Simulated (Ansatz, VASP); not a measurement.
SiF in VASP and in Ansatz

INCAR

```
SYSTEM = SiF
  PREC = Accurate
  ENCUT = 520
  EDIFF = 1E-6
  ISMEAR = -1
  SIGMA = 0.05
  LREAL = .FALSE.
  LASPH = .TRUE.
  NELM = 80
  ALGO = Normal
  ISIF = 2
  LWAVE = .FALSE.
  LCHARG = .FALSE.
  GGA = PE
  NBANDS = 12
```

File KPOINTS:

```
regular mesh
0
G
  12 12 12
  0 0 0
```

File POSCAR:

```
SiF
1.0
    1.3205085931      0.7623949358      3.8456236766
   -1.3205085931      0.7623949358      3.8456236766
    0.0000000000     -1.5247898716      3.8456236766
Si F
1 1
Direct
    0.5000000000      0.5000000000      0.5000000000
    0.0000000000      0.0000000000      0.0000000000
```

input.yaml

```yaml
crystal:
  lattice:
    - [1.3205085931, 0.7623949358, 3.8456236766]
    - [-1.3205085931, 0.7623949358, 3.8456236766]
    - [0.0, -1.5247898716, 3.8456236766]
  atoms:
    - { symbol: Si, position: [0.5, 0.5, 0.5] }
    - { symbol: F, position: [0.0, 0.0, 0.0] }
hamiltonian:
  xc: pbe
  pseudopotentials: { kind: paw }
kpoints:
  mp_grid: { grid: [12, 12, 12] }
scf:
  occupations: { method: fermi_dirac, width: 0.05 }
output:
  forces: true
  stress: true
  eigenvalues: true
```

The cell was built by a generator and needn't be a form met in nature.

Alike in both runs: task single point; functional PBE; k mesh 12 × 12 × 12; occupations fermi-dirac, width 0.05 eV; no spin polarisation.

|  | VASP | Ansatz |
| --- | --- | --- |
| version | VASP 6.6.1 | Ansatz 0.2.0 |
| potentials or method | VASP PAW PBE potentials, release 64 (Si, F) | Ansatz PAW |
| plane-wave cutoff (eV) | 520 | 420 |
| valence electrons in the cell | 11 | 11 |

```csv
,VASP,Ansatz,Ansatz less VASP
gap on the k mesh at the Fermi level (eV),none,none,-
pressure (GPa),3.8,4.1,+0.23
largest component of the traceless stress (GPa),1.76,1.73,-0.029
```

A gap of «none» marks a metal or a gap that the smearing closes. The functional is the same, so the differences come from potentials, cutoffs and numerics.

Caveats: an odd number of electrons without spin polarisation forces a metal; a magnetic or distorted state may lie lower; the pressure holds a Pulay correction of +0.6 GPa for the finite cutoff (Ansatz).
